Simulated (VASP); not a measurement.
# Hf (P6_3/mmc) in VASP: further runs, part 3 of 3

VASP 6.6.1.

## (6) Relaxation of shape and atoms at fixed volume, r2SCAN (a relaxed cell with its volume scaled by 1.02)

Contents of INCAR:

```
ALGO = Normal
EDIFF = 1E-7
EDIFFG = -0.01
ENCUT = 600
IBRION = 2
ISIF = 4
ISMEAR = 1
LASPH = T
LCHARG = F
LMIXTAU = T
LREAL = F
LWAVE = F
METAGGA = R2SCAN
NELM = 80
NSW = 40
PREC = Accurate
SIGMA = 0.1
```

Contents of KPOINTS:

```
k-points
0
Gamma
  15 15 7
```

Contents of POSCAR:

```
Hf                                      
1.0
    3.2151210598      0.0000000000      0.0000000000
   -1.6075605299      2.7843765141      0.0000000000
    0.0000000000      0.0000000000      5.0677376496
  Hf            
     2
Direct
     0.3333333332999970    0.6666666667000030    0.2500000000000000
     0.6666666667000030    0.3333333332999970    0.7500000000000000
```

Potentials or basis: VASP PAW PBE potentials, release 64 (Hf_pv).

Command:

```bash
$ cat potpaw_PBE.64/Hf_pv/POTCAR > POTCAR
$ mpirun -np 1 vasp_std > vasp.out
```

OUTCAR:

```text
EDIFF = 1E-7
   EDIFFG = -0.01
   ENCUT = 600
   IBRION = 2
   ISIF = 4
   ISMEAR = 1
   LASPH = T
   LREAL = F
   METAGGA = R2SCAN
   NELM = 80
   NSW = 40
   PREC = Accurate

 ion  position               nearest neighbor table
   1  0.333  0.667  0.250-   2 3.14   2 3.14   2 3.14   2 3.14   2 3.14   2 3.14
   2  0.667  0.333  0.750-   1 3.14   1 3.14   1 3.14   1 3.14   1 3.14   1 3.14

  LATTYP: Found a hexagonal cell.
 ALAT       =     3.2151210598
 C/A-ratio  =     1.5762198547

  Lattice vectors:

 A1 = (   3.2151210598,   0.0000000000,   0.0000000000)
 A2 = (  -1.6075605299,   2.7843765141,   0.0000000000)
 A3 = (   0.0000000000,   0.0000000000,   5.0677376496)

Analysis of symmetry for initial positions (statically):
=====================================================================
 Subroutine PRICEL returns:
 Original cell was already a primitive cell.

 Routine SETGRP: Setting up the symmetry group for a
 hexagonal supercell.

 Subroutine GETGRP returns: Found 24 space group operations
 (whereof 12 operations were pure point group operations)
 out of a pool of 24 trial point group operations.

The static configuration has the point symmetry D_3d.
[... 223 lines left out ...]
      2     -26.7961      2.00000
      3     -26.7961      2.00000
      4     -26.6728      2.00000
      5     -26.6708      2.00000
      6     -26.6708      2.00000
      7      -2.9696      2.00000
      8       0.9427      2.00000
      9       5.1144     -0.00000
     10       6.0588     -0.00000
     11       6.0588     -0.00000
     12       6.3883     -0.00000
     13       6.9217      0.00000
     14       6.9217      0.00000
[... 377 lines left out ...]
      1     -27.2961      2.00000
      2     -27.1547      2.00000
      3     -27.1094      2.00000
      4     -27.0660      2.00000
      5     -26.9372      2.00000
      6     -26.8807      2.00000
      7       2.0126      2.00000
      8       2.5637      2.00000
      9       2.6884      2.00000
     10       3.3044      2.00000
     11       5.2478     -0.00000
     12       5.4355     -0.00000
     13       6.7432      0.00000
     14      10.0110      0.00000

 [... further k-points ...]
[... 5 lines left out ...]
  --------------------------------------------------------------------------------------
  -------------------------------------------------------------------------------------
  Total       -0.6010420     -0.6010420     -0.5953460      0.0000000      0.0000000     -0.0000000
  in kB      -21.2263838    -21.2263838    -21.0252213      0.0000000      0.0000000     -0.0000000
  external PRESSURE =     -21.1593296 kB  Pullay stress =       0.0000000 kB

 VOLUME and BASIS-vectors are now :
 -----------------------------------------------------------------------------
  energy-cutoff  :      600.00
  volume of cell :       45.37
      direct lattice vectors                 reciprocal lattice vectors
     3.214218120 -0.000000000 -0.000000000     0.311117654  0.179623861  0.000000000
    -1.607109060  2.783594546 -0.000000000     0.000000000  0.359247722  0.000000000
     0.000000000  0.000000000  5.070585311     0.000000000  0.000000000  0.197215891

 POSITION                                       TOTAL-FORCE (eV/Angst)
 -----------------------------------------------------------------------------------
     -0.00000      1.85573      1.26765        -0.000000     -0.000000      0.000000
      1.60711      0.92786      3.80294         0.000000      0.000000      0.000000
 -----------------------------------------------------------------------------------
    total drift:                               -0.000000      0.000000     -0.000000

  FREE ENERGIE OF THE ION-ELECTRON SYSTEM (eV)
  ---------------------------------------------------
  free  energy   TOTEN  =       -90.2953294441 eV

  energy  without entropy=      -90.2948391511  energy(sigma->0) =      -90.29516601

 reached required accuracy - stopping structural energy minimisation
```

OSZICAR:

```text
N       E                     dE             d eps       ncg     rms          rms(c)
DAV:   1    -0.204592797904E+02   -0.20459E+02   -0.13125E+04  3032   0.157E+03
DAV:   2    -0.936280213357E+02   -0.73169E+02   -0.71823E+02  3726   0.301E+02
DAV:   3    -0.959876658348E+02   -0.23596E+01   -0.23258E+01  4136   0.342E+01
[... 27 lines left out ...]
DAV:   2    -0.902953270484E+02    0.35323E-04   -0.55569E-05  4094   0.598E-02    0.299E-02
DAV:   3    -0.902953305820E+02   -0.35336E-05   -0.49185E-06  3720   0.213E-02    0.209E-02
DAV:   4    -0.902953283785E+02    0.22035E-05   -0.10614E-05  4158   0.224E-02    0.118E-02
DAV:   5    -0.902953294439E+02   -0.10654E-05   -0.20911E-06  3634   0.125E-02    0.770E-03
DAV:   6    -0.902953294441E+02   -0.21123E-09   -0.26428E-07  3190   0.573E-03
   2 F= -.90295329E+02 E0= -.90295166E+02  d E =-.111406E-04
```

CONTCAR:

```text
Hf
   1.00000000000000
     3.2142181204588680   -0.0000000000000000   -0.0000000000000000
    -1.6071090602294340    2.7835945456903914   -0.0000000000000000
     0.0000000000000000    0.0000000000000000    5.0705853109938852
  Hf
     2
Direct
     0.3333333332999970    0.6666666667000030    0.2500000000000000
     0.6666666667000030    0.3333333332999970    0.7500000000000000

  0.00000000E+00  0.00000000E+00  0.00000000E+00
  0.00000000E+00  0.00000000E+00  0.00000000E+00
```

Wall time 5.2 min (1 thread of Intel Xeon 6975P-C (Granite Rapids), shared host); peak memory 0.24 GiB.

Results:

```
Free energy               : -90.2953 eV
Energy gained by relaxing : 0.0 meV/atom
Ionic steps               : 2
Pressure after relaxing   : -2.1 GPa
Band gap on the k mesh    : none (metal or under the smearing width)
```

Final structure:
```yaml
crystal:
  lattice:
    - [3.21422, 0.00000, 0.00000]
    - [-1.60711, 2.78359, 0.00000]
    - [0.00000, 0.00000, 5.07059]
  atoms:
    - { symbol: Hf, position: [0.33333, 0.66667, 0.25000] }
    - { symbol: Hf, position: [0.66667, 0.33333, 0.75000] }
```

Caveat: the PAW data sets were made with another functional, which shifts forces and pressure a little.

## (7) Summary

| cell | gap on the mesh (eV) | pressure (GPa) |
| --- | --- | --- |
| atoms relaxed at fixed volume from: a relaxed cell with its volume scaled by 0.94 | none | 7.6 |
| atoms relaxed at fixed volume from: a relaxed cell with its volume scaled by 0.96 | none | 4.8 |
| atoms relaxed at fixed volume from: a relaxed cell with its volume scaled by 0.98 | none | 2.3 |
| atoms relaxed at fixed volume | none | 0.0 |
| atoms relaxed at fixed volume from: a relaxed cell with its volume scaled by 1.02 | none | -2.1 |

Alike in all rows: task relaxation of shape and atoms at fixed volume; level r2SCAN; potentials or basis VASP PAW PBE potentials, release 64 (Hf_pv); no spin polarisation; k mesh 15 × 15 × 7; cutoff (eV) 600; smearing methfessel-paxton 0.1 eV.

Caveats: the PAW data sets were made with another functional, which shifts forces and pressure a little; the relaxation stopped at its first step, so nothing moved (some runs).

Absolute energies hang on the potentials; compare differences alone.
